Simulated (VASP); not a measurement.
The system is Re.

```
Re
1.0
     2.76080    0.00000    0.00000
    -1.38040    2.39092    0.00000
     0.00000    0.00000    4.45820
Re
2
Direct
  0.33333 0.66667 0.25000
  0.66667 0.33333 0.75000
```

| Property | Result |
| --- | --- |
| Program | VASP 6.6.1 |
| Task | relaxation of cell and atoms |
| Functional | PBE |
| Potentials or basis | VASP PAW PBE potentials, release 64 (Re) |
| Cutoff | 600 eV |
| k mesh | 15 × 15 × 8 |
| Occupations | methfessel-paxton, width 0.1 eV |
| Spin | no spin polarisation |

At the start: pressure 5.7 GPa; volume 14.71 Å³/atom.

Q: How do energy, volume and symmetry change on relaxing?

A: Over 9 steps the energy falls by 4.0 meV/atom and the volume is 14.93 Å³/atom (+1.5 %); space group P6_3/mmc (No. 194, to 0.05 Å).

Step by step:
```tsv
step	energy change (eV)	largest force (eV/Å)	pressure (GPa)	volume (Å³)
1	0.0000	0.0000	5.74	29.43
2	0.1142	0.0000	-19.70	31.73
3	-0.0079	0.0000	-0.22	29.88
4	-0.0079	0.0000	-0.12	29.87
5	-0.0079	0.0000	-0.01	29.86
6	-0.0079	0.0000	0.19	29.85
7	-0.0080	0.0000	0.13	29.85
8	-0.0080	0.0000	-0.33	29.89
9	-0.0080	0.0000	0.01	29.86
```

Final structure:
```
Re
1.0
     2.77119    0.00000    0.00000
    -1.38559    2.39992    0.00000
     0.00000    0.00000    4.49023
Re
2
Direct
  0.33333 0.66667 0.25000
  0.66667 0.33333 0.75000
```
